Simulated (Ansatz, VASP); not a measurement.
# K2LuScF6: VASP beside Ansatz

One calculation is typed for both programs; each brings its own data sets and cutoff. How far apart do they land? The cell is invented: As first built, before any earlier steps moved the atoms (in the runner's words): it takes the K2ScInF6 structure with some of its atoms replaced by other elements, volume scaled by an estimate. It may not be a known or stable phase. The cell is taken from a series of VASP runs on this material, whose earlier steps may have relaxed, scaled or displaced it; both programs get it as it stands.

Calculated with Ansatz 0.2.0; plane waves, with VASP 6.6.1 beside it; relaxation of cell and atoms at LDA.

## 1. Set-up

It takes space group Fm-3m (No. 225, cubic). The conventional cell has a = 8.578 Å, b = 8.578 Å, c = 8.578 Å, α = 90.00°, β = 90.00°, γ = 90.00°. Lu has 6 F at 2.16 Å nearest. Nearest to Sc lie 6 F at 2.13 Å. K has 12 F at 3.03 Å nearest. Nearest to F lie 1 Sc at 2.13 Å and 1 Lu at 2.16 Å and 4 K at 3.03 Å. As first built, before any earlier steps moved the atoms (in the runner's words): sites of the K2ScInF6 structure (space group 225) filled with other elements, volume scaled by an estimate. Farther neighbours and most contacts between anions are not listed.

As a file:

```cif
data_structure
_symmetry_space_group_name_H-M 'Fm-3m'
_symmetry_Int_Tables_number 225
_cell_length_a 8.5784
_cell_length_b 8.5784
_cell_length_c 8.5784
_cell_angle_alpha 90.000
_cell_angle_beta 90.000
_cell_angle_gamma 90.000
_cell_volume 631.29
loop_
_atom_site_label
_atom_site_type_symbol
_atom_site_symmetry_multiplicity
_atom_site_Wyckoff_symbol
_atom_site_fract_x
_atom_site_fract_y
_atom_site_fract_z
_atom_site_occupancy
Lu1 Lu 4 b 0.50000 0.00000 0.00000 1
Sc1 Sc 4 a 0.00000 0.00000 0.00000 1
K1 K 8 c 0.25000 0.75000 0.75000 1
F1 F 24 e 0.50000 0.00000 0.74773 1
```

## 2. VASP: relaxation of cell and atoms, LDA

The relaxed volume is the usual yardstick between codes: its relative difference is about their pressure difference at one cell divided by the bulk modulus.

Lines of VASP's logs that name or quote its potential files are left out, and so is its time.

The input, INCAR:

```
SYSTEM = K2LuScF6
PREC = Accurate
ENCUT = 520
EDIFF = 1E-06
NELM = 120
ISMEAR = 0
SIGMA = 0.1
LREAL = .FALSE.
ALGO = Normal
GGA = CA
NBANDS = 57
LORBIT = 11
LWAVE = .FALSE.
LCHARG = .FALSE.
KPAR = 4
IBRION = 2
NSW = 30
ISIF = 3
EDIFFG = -0.02
POTIM = 0.4
```

The input, POSCAR:

```
K2LuScF6
1.0
    0.0000000000      4.2892226021      4.2892226021
    4.2892226021      0.0000000000      4.2892226021
    4.2892226021      4.2892226021      0.0000000000
Lu Sc K F
1 1 2 6
Direct
    0.5000000000      0.5000000000      0.5000000000
    0.0000000000      0.0000000000      0.0000000000
    0.2500000000      0.2500000000      0.2500000000
    0.7500000000      0.7500000000      0.7500000000
    0.2477274617      0.2477274617      0.7522725383
    0.2477274617      0.7522725383      0.7522725383
    0.7522725383      0.7522725383      0.2477274617
    0.2477274617      0.7522725383      0.2477274617
    0.7522725383      0.2477274617      0.7522725383
    0.7522725383      0.2477274617      0.2477274617
```

The input, KPOINTS:

```
Automatic mesh
0
Gamma
4 4 4
0 0 0
```

PAW data sets: Lu, Sc_sv, K_pv and F (PBE family, release 64).

Run with:

```bash
> mpirun -np 4 vasp_std
```

Numbers of over 12 decimals in the logs are rounded to 6 here.

What it wrote:

```text
[banner, memory and clock lines left out]
running    4 mpi-ranks, on    1 nodes
 distrk:  each k-point on    1 cores,    4 groups
 distr:  one band on    1 cores,    1 groups

 POSCAR found type information on POSCAR LuScK F
 POSCAR found :  4 types and      10 ions
|                                                                             |
|               ----> ADVICE to this user running VASP <----                  |
|                                                                             |
|     You enforced a specific xc type in the INCAR file but a different       |
|     [... a line on the potential file left out ...]
|     I HOPE YOU KNOW WHAT YOU ARE DOING!                                     |
|                                                                             |

 LDA part: xc-table for (Slater(with rela. corr.)+CA(PZ))
 , standard interpolation
 POSCAR, INCAR and KPOINTS ok, starting setup
 FFT: planning ... GRIDC
 FFT: planning ... GRID_SOFT
 FFT: planning ... GRID
 WAVECAR not read
 entering main loop
       N       E                     dE             d eps       ncg     rms          rms(c)
DAV:   1     0.116099253761E+04    0.11610E+04   -0.39882E+04  1371   0.368E+03
DAV:   2     0.172213294299E+03   -0.98878E+03   -0.93765E+03  1168   0.814E+02
DAV:   3    -0.427808703857E+02   -0.21499E+03   -0.21028E+03  1185   0.237E+02
DAV:   4    -0.630388971850E+02   -0.20258E+02   -0.19718E+02  1383   0.717E+01
DAV:   5    -0.644938564571E+02   -0.14550E+01   -0.14163E+01  1488   0.160E+01    0.172E+01
DAV:   6    -0.599561156318E+02    0.45377E+01   -0.23038E+01  1576   0.442E+01    0.975E+00
DAV:   7    -0.595421728312E+02    0.41394E+00   -0.79266E+00  1422   0.166E+01    0.691E+00
DAV:   8    -0.593035654848E+02    0.23861E+00   -0.83570E-01  1368   0.177E+01    0.396E+00
DAV:   9    -0.592480249807E+02    0.55541E-01   -0.32886E-01  1254   0.348E+00    0.758E-01
DAV:  10    -0.592366076211E+02    0.11417E-01   -0.38515E-02  1632   0.269E+00    0.258E-01
DAV:  11    -0.592379170635E+02   -0.13094E-02   -0.23992E-02  1520   0.112E+00    0.293E-01
DAV:  12    -0.592366717718E+02    0.12453E-02   -0.59132E-03  1328   0.850E-01    0.409E-02
DAV:  13    -0.592367337134E+02   -0.61942E-04   -0.95037E-04  1496   0.181E-01    0.371E-02
DAV:  14    -0.592367165402E+02    0.17173E-04   -0.12969E-04  1512   0.702E-02    0.906E-03
DAV:  15    -0.592367165545E+02   -0.14317E-07   -0.55868E-06  1160   0.248E-02
   1 F= -.59236717E+02 E0= -.59215517E+02  d E =-.592367E+02
 curvature:   0.00 expect dE= 0.000E+00 dE for cont linesearch  0.000E+00
 trial: gam= 0.00000 g(F)=  0.205E-05 g(S)=  0.473E-05 ort = 0.000E+00 (trialstep = 0.100E+01)
 search vector abs. value=  0.678E-05
 reached required accuracy - stopping structural energy minimisation
```

OUTCAR, selected parts (step 2):

```text
ion  position               nearest neighbor table
   1  0.500  0.500  0.500-   5 2.16   6 2.16   7 2.16   8 2.16   9 2.16  10 2.16   3 3.71   3 3.71
                             3 3.71   4 3.71   4 3.71   4 3.71   4 3.71   3 3.71
   2  0.000  0.000  0.000-   5 2.13   6 2.13   7 2.13   8 2.13   9 2.13  10 2.13   4 3.71   4 3.71
                             4 3.71   3 3.71   3 3.71   3 3.71   4 3.71   3 3.71
   3  0.250  0.250  0.250-   7 3.03   9 3.03  10 3.03   6 3.03   7 3.03   8 3.03   5 3.03   6 3.03
                             9 3.03   5 3.03   8 3.03  10 3.03   2 3.71   2 3.71   2 3.71   1 3.71
   4  0.750  0.750  0.750-   6 3.03   7 3.03   9 3.03   7 3.03   8 3.03  10 3.03   5 3.03   9 3.03
                            10 3.03   5 3.03   6 3.03   8 3.03   1 3.71   1 3.71   2 3.71   1 3.71
   5  0.248  0.248  0.752-   2 2.13   1 2.16   4 3.03   4 3.03   3 3.03   3 3.03
   6  0.248  0.752  0.752-   2 2.13   1 2.16   4 3.03   4 3.03   3 3.03   3 3.03
   7  0.752  0.752  0.248-   2 2.13   1 2.16   4 3.03   4 3.03   3 3.03   3 3.03
   8  0.248  0.752  0.248-   2 2.13   1 2.16   4 3.03   4 3.03   3 3.03   3 3.03
   9  0.752  0.248  0.752-   2 2.13   1 2.16   4 3.03   4 3.03   3 3.03   3 3.03
  10  0.752  0.248  0.248-   2 2.13   1 2.16   4 3.03   4 3.03   3 3.03   3 3.03

  LATTYP: Found a face centered cubic cell.
 ALAT       =     8.5784452042

 Subroutine GETGRP returns: Found 48 space group operations
 (whereof 48 operations were pure point group operations)

The static configuration has the point symmetry O_h .

 Found      8 irreducible k-points:

   k-points           NKPTS =      8   k-points in BZ     NKDIM =      8   number of bands    NBANDS=     57

   dimension x,y,z NGX =    48 NGY =   48 NGZ =   48
   dimension x,y,z NGXF=    96 NGYF=   96 NGZF=   96

   ENCUT  =  520.0 eV  38.22 Ry    6.18 a.u.  11.28 11.28 11.28*2*pi/ulx,y,z

   NELECT =      92.0000    total number of electrons

 k-points in reciprocal lattice and weights: Automatic mesh
   0.00000000  0.00000000  0.00000000       0.016
   0.25000000  0.00000000  0.00000000       0.125
   0.50000000  0.00000000  0.00000000       0.062
   0.25000000  0.25000000  0.00000000       0.094
   0.50000000  0.25000000  0.00000000       0.375
  -0.25000000  0.25000000  0.00000000       0.188
   0.50000000  0.50000000  0.00000000       0.047
  -0.25000000  0.50000000  0.25000000       0.094

 average (electrostatic) potential at core
       1 -35.7834       2 -48.2545       3 -12.9467       4 -12.9467       5 -79.4117
       6 -79.4117       7 -79.4117       8 -79.4117       9 -79.4117      10 -79.4117

 E-fermi :   4.0595

 k-point     1 :       0.0000    0.0000    0.0000
  band No.  band energies     occupation
    ...
     45      -2.9820      2.00000
     46       2.2799      2.00000
     47       3.7515      1.99999
     48       3.7515      1.99999
     49       3.7515      1.99999
     50       5.2132      0.00000
     51       5.2132      0.00000
     52       5.5578      0.00000
     53       5.5578      0.00000
     54       5.5578      0.00000
    ...

 k-point     2 :       0.2500    0.0000    0.0000
  band No.  band energies     occupation
    ...
     45      -3.0175      2.00000
     46       2.9481      2.00000
     47       3.9912      1.66610
     48       3.9912      1.66610
     49       4.0508      1.09842
     50       5.1726      0.00000
     51       5.3166      0.00000
     52       5.3166      0.00000
     53       5.5659      0.00000
     54       5.5659      0.00000
    ...

 k-point     3 :       0.5000    0.0000    0.0000
  band No.  band energies     occupation
    ...
     41      -3.2049      2.00000
     42      -3.1615      2.00000
     43      -3.0908      2.00000
     44      -3.0486      2.00000
     45      -3.0486      2.00000
     46       4.3236      0.00019
     47       4.3473      0.00005
     48       4.3473      0.00005
     49       4.3666      0.00001
     50       4.6169      0.00000
    ...

  Total       -0.0202189     -0.0202189     -0.0202189     -0.0000000      0.0000000      0.0000000
  in kB       -0.2052589     -0.2052589     -0.2052589     -0.0000000      0.0000000      0.0000000
  external PRESSURE =      -0.2052589 kB  Pullay stress =       0.0000000 kB

  energy-cutoff  :      520.00
  volume of cell :      157.82
      direct lattice vectors                 reciprocal lattice vectors
     0.000000000  4.289222602  4.289222602    -0.116571241  0.116571241  0.116571241
     4.289222602  0.000000000  4.289222602     0.116571241 -0.116571241  0.116571241
     4.289222602  4.289222602  0.000000000     0.116571241  0.116571241 -0.116571241

 POSITION                                       TOTAL-FORCE (eV/Angst)
 -----------------------------------------------------------------------------------
      4.28922      4.28922      4.28922         0.000000     -0.000000      0.000000
      0.00000      0.00000      0.00000         0.000000     -0.000000      0.000000
      2.14461      2.14461      2.14461         0.000000     -0.000000      0.000000
      6.43383      6.43383      6.43383        -0.000000     -0.000000     -0.000000
      4.28922      4.28922      2.12512         0.000000     -0.000000      0.002975
      6.45333      4.28922      4.28922        -0.002975     -0.000000      0.000000
      4.28922      4.28922      6.45333         0.000000     -0.000000     -0.002975
      4.28922      2.12512      4.28922         0.000000      0.002975      0.000000
      4.28922      6.45333      4.28922         0.000000     -0.002975      0.000000
      2.12512      4.28922      4.28922         0.002975     -0.000000      0.000000
 -----------------------------------------------------------------------------------
    total drift:                               -0.000000     -0.000000     -0.000000

  FREE ENERGIE OF THE ION-ELECTRON SYSTEM (eV)
  ---------------------------------------------------
  free  energy   TOTEN  =       -59.2367165545 eV

  energy  without entropy=      -59.1943180227  energy(sigma->0) =      -59.21551729

 reached required accuracy - stopping structural energy minimisation

 total charge
# of ion       s       p       d       f       tot
--------------------------------------------------
    1        2.222   6.120   0.913  14.192  23.447
    2        2.157   6.152   1.217   0.000   9.527
    3        0.144   6.060   0.064   0.000   6.268
    4        0.144   6.060   0.064   0.000   6.268
    5        1.733   4.338   0.000   0.000   6.071
    6        1.733   4.338   0.000   0.000   6.071
    7        1.733   4.338   0.000   0.000   6.071
    8        1.733   4.338   0.000   0.000   6.071
    9        1.733   4.338   0.000   0.000   6.071
   10        1.733   4.338   0.000   0.000   6.071
--------------------------------------------------
tot         15.068  50.421   2.259  14.192  81.940

[... 3 further parts left out ...]
```

The PAW data sets were made with PBE, a small mismatch for LDA.

(Part 1 of 2 ends here.)

[Lines on the potential files, build, host, timing and source positions are cut from VASP's logs without a mark.]

[Logs are printed without paths, hosts, clocks, repeated set-up lines and the standing remarks that a program may print on its own settings, such as how far it seeks lower states.]

[Hosts, paths, dates, database ids (printed as entryN), source tags and the programs' standing remarks are cut or masked in the printed files.]
